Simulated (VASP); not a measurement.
Level of theory: PBEsol GGA, VASP's PBE PAW potentials (set 64) (plane waves; VASP).

Input for VASP

File POSCAR:
```
Ni3Al
1
    3.5185715322     0.0000000000     0.0000000000
    0.0000000000     3.5185715322     0.0000000000
    0.0000000000     0.0000000000     3.5185715322
Al Ni
1 3
Direct
  0.0000000000   0.0000000000   0.0000000000
  0.0000000000   0.5426309366   0.5000000000
  0.5000000000   0.0000000000   0.5000000000
  0.5000000000   0.5000000000   0.0000000000
```

**KPOINTS**
```
Automatic mesh
0
G
  8 8 8
0 0 0
```

**INCAR**
```
SYSTEM = Ni3Al
PREC = Accurate; ENCUT = 480; LREAL = F
LASPH = T
EDIFF = 1E-7; NELM = 100; ALGO = Normal
LMAXMIX = 4
ISMEAR = 1; SIGMA = 0.1
GGA = PS
MAGMOM = -0.0 0.2 0.2 0.2
ISPIN = 2
ISIF = 2
LWAVE = F; LCHARG = F; LORBIT = 10
```

POTCAR, in this order: Al Ni (PBE.64 set). Program: vasp_std.

Output

File OUTCAR:
```
 ion  position               nearest neighbor table
   1  0.000  0.000  0.000-   2 2.38   2 2.38   4 2.49   3 2.49   3 2.49   4 2.49   3 2.49   4 2.49
                             3 2.49   4 2.49   2 2.60   2 2.60
   2  0.000  0.543  0.500-   1 2.38   3 2.38   1 2.38   3 2.38   4 2.49   4 2.49   4 2.49   4 2.49
                             1 2.60   3 2.60   1 2.60   3 2.60
   3  0.500  0.000  0.500-   2 2.38   2 2.38   4 2.49   1 2.49   4 2.49   4 2.49   4 2.49   1 2.49
                             1 2.49   1 2.49   2 2.60   2 2.60
   4  0.500  0.500  0.000-   1 2.49   3 2.49   3 2.49   1 2.49   3 2.49   3 2.49   1 2.49   1 2.49
                             2 2.49   2 2.49   2 2.49   2 2.49
  LATTYP: Found a simple cubic cell.
 ALAT       =     3.5185715322
 Subroutine PRICEL returns:
 Original cell was already a primitive cell.
 Subroutine GETGRP returns: Found  4 space group operations
The static configuration has the point symmetry C_2v.
The dynamic configuration has the point symmetry C_2v.
The overall configuration has the point symmetry C_2v.
 Subroutine INISYM returns: Found  4 space group operations
 Subroutine IBZKPT returns following result:
 Found    125 irreducible k-points:

 Following reciprocal coordinates:
            Coordinates               Weight
  0.000000  0.000000  0.000000      1.000000
  0.125000  0.000000  0.000000      2.000000
  0.000000  0.125000  0.000000      2.000000
  0.000000  0.000000  0.125000      2.000000
  0.250000  0.000000  0.000000      2.000000
  0.000000  0.250000  0.000000      2.000000
  0.000000  0.000000  0.250000      2.000000
  0.375000  0.000000  0.000000      2.000000
  0.000000  0.375000  0.000000      2.000000
  0.000000  0.000000  0.375000      2.000000
  0.500000  0.000000  0.000000      1.000000
  0.000000  0.500000  0.000000      1.000000
  0.000000  0.000000  0.500000      1.000000
  0.125000  0.125000  0.000000      4.000000
  0.000000  0.125000  0.125000      4.000000
  0.125000  0.000000  0.125000      4.000000
  0.250000  0.125000  0.000000      4.000000
  0.000000  0.250000  0.125000      4.000000
  0.125000  0.000000  0.250000      4.000000
 -0.125000  0.250000  0.000000      4.000000
 -0.250000  0.000000  0.125000      4.000000
  0.000000  0.125000  0.250000      4.000000
  0.375000  0.125000  0.000000      4.000000
  0.000000  0.375000  0.125000      4.000000
  0.125000  0.000000  0.375000      4.000000
 -0.125000  0.375000  0.000000      4.000000
 -0.375000  0.000000  0.125000      4.000000
  0.000000  0.125000  0.375000      4.000000
  0.500000  0.125000  0.000000      2.000000
  0.000000  0.500000  0.125000      2.000000
  0.125000  0.000000  0.500000      2.000000
 -0.125000  0.500000  0.000000      2.000000
  0.500000  0.000000  0.125000      2.000000
  0.000000  0.125000  0.500000      2.000000
  0.250000  0.250000  0.000000      4.000000
  0.000000  0.250000  0.250000      4.000000
  0.250000  0.000000  0.250000      4.000000
  0.375000  0.250000  0.000000      4.000000
  0.000000  0.375000  0.250000      4.000000
  0.250000  0.000000  0.375000      4.000000
   k-points           NKPTS =    125   k-points in BZ     NKDIM =    125   number of bands    NBANDS=     20
   number of dos      NEDOS =    301   number of ions     NIONS =      4
   total plane-waves  NPLWV =  21952
   dimension x,y,z NGX =    28 NGY =   28 NGZ =   28
   dimension x,y,z NGXF=    56 NGYF=   56 NGZF=   56
   ions per type =               1   3
   PREC   = accura    normal or accurate (medium, high low for compatibility)
   ISTART =      0    job   : 0-new  1-cont  2-samecut
   ICHARG =      2    charge: 1-file 2-atom 10-const
   ISPIN  =      2    spin polarized calculation?
   LNONCOLLINEAR =      F non collinear calculations
   LSORBIT =      F    spin-orbit coupling
...
```

File OSZICAR:
```
       N       E                     dE             d eps       ncg     rms          rms(c)
DAV:   1     0.185049103278E+03    0.18505E+03   -0.13886E+04 10032   0.199E+03
DAV:   2    -0.183264600993E+02   -0.20338E+03   -0.19651E+03 10012   0.364E+02
DAV:   3    -0.287839603393E+02   -0.10458E+02   -0.96415E+01 10744   0.110E+02
DAV:   4    -0.290375881695E+02   -0.25363E+00   -0.25084E+00 11524   0.158E+01
DAV:   5    -0.290452862405E+02   -0.76981E-02   -0.76957E-02 11968   0.259E+00    0.212E+01
DAV:   6    -0.297145797112E+02   -0.66929E+00   -0.84457E+01 11004   0.150E+02    0.212E+01
DAV:   7    -0.242278009965E+02    0.54868E+01   -0.23714E+01 10932   0.802E+01    0.265E+00
DAV:   8    -0.243013181591E+02   -0.73517E-01   -0.85675E-01 13928   0.240E+01    0.415E+00
DAV:   9    -0.241941207502E+02    0.10720E+00   -0.29294E-01 13488   0.201E+01    0.143E+00
DAV:  10    -0.241752939808E+02    0.18827E-01   -0.64191E-02 11552   0.390E+00    0.695E-01
DAV:  11    -0.241761385673E+02   -0.84459E-03   -0.58980E-03 13400   0.246E+00    0.653E-01
DAV:  12    -0.241772815934E+02   -0.11430E-02   -0.21502E-03 13564   0.143E+00    0.537E-01
DAV:  13    -0.241810170469E+02   -0.37355E-02   -0.13806E-02 12012   0.202E+00    0.187E-01
DAV:  14    -0.241809877867E+02    0.29260E-04   -0.13960E-03 11056   0.522E-01    0.132E-01
DAV:  15    -0.241811485458E+02   -0.16076E-03   -0.26324E-04 12008   0.293E-01    0.267E-02
DAV:  16    -0.241811501071E+02   -0.15613E-05   -0.27044E-05 11628   0.734E-02    0.150E-02
DAV:  17    -0.241811506478E+02   -0.54074E-06   -0.17155E-06 11780   0.222E-02    0.787E-03
DAV:  18    -0.241811508558E+02   -0.20797E-06   -0.93004E-07 10944   0.166E-02    0.486E-03
DAV:  19    -0.241811508882E+02   -0.32400E-07   -0.11959E-07  5824   0.767E-03
   1 F= -.24181151E+02 E0= -.24180996E+02  d E =-.466123E-03  mag=     0.6738
```

### OUTCAR
```
------------------------ aborting loop because EDIFF is reached ----------------------------------------
  FORCE on cell =-STRESS in cart. coord.  units (eV):
  Direction    XX          YY          ZZ          XY          YZ          ZX
  --------------------------------------------------------------------------------------
  Total        0.4574830      0.3175217      0.4442430      0.0000000      0.0000000      0.0000000
  in kB       16.8262148     11.6784384     16.3392466      0.0000000      0.0000000      0.0000000
  external PRESSURE =      14.9479666 kB  Pullay stress =       0.0000000 kB
  volume of cell :       43.56
      direct lattice vectors                 reciprocal lattice vectors
     3.518571532  0.000000000  0.000000000     0.284206244  0.000000000  0.000000000
     0.000000000  3.518571532  0.000000000     0.000000000  0.284206244  0.000000000
     0.000000000  0.000000000  3.518571532     0.000000000  0.000000000  0.284206244
 POSITION                                       TOTAL-FORCE (eV/Angst)
 -----------------------------------------------------------------------------------
      0.00000      0.00000      0.00000         0.000000      0.682374      0.000000
      0.00000      1.90929      1.75929         0.000000     -1.431855      0.000000
      1.75929      0.00000      1.75929         0.000000      0.722551      0.000000
      1.75929      1.75929      0.00000         0.000000      0.026930      0.000000
 -----------------------------------------------------------------------------------
    total drift:                                0.000000     -0.000067      0.000005
  FREE ENERGIE OF THE ION-ELECTRON SYSTEM (eV)
  ---------------------------------------------------
  free  energy   TOTEN  =       -24.1811508882 eV

  energy  without entropy=      -24.1806847653  energy(sigma->0) =      -24.18099551

 total charge

# of ion       s       p       d       tot
------------------------------------------
    1        0.412   0.408   0.000   0.820
    2        0.518   0.558   8.407   9.483
    3        0.516   0.556   8.401   9.473
    4        0.511   0.550   8.400   9.461
--------------------------------------------------
tot          1.958   2.072  25.208  29.238

 magnetization (x)

# of ion       s       p       d       tot
------------------------------------------
    1       -0.001  -0.008   0.000  -0.008
    2       -0.003  -0.009   0.251   0.239
    3       -0.003  -0.008   0.252   0.242
    4       -0.003  -0.009   0.244   0.233
--------------------------------------------------
tot         -0.009  -0.033   0.747   0.705
```
(Selected blocks of OUTCAR.)

The compound is Ni3Al in the L1_2 structure. This cell was strained or had an atom moved on purpose.
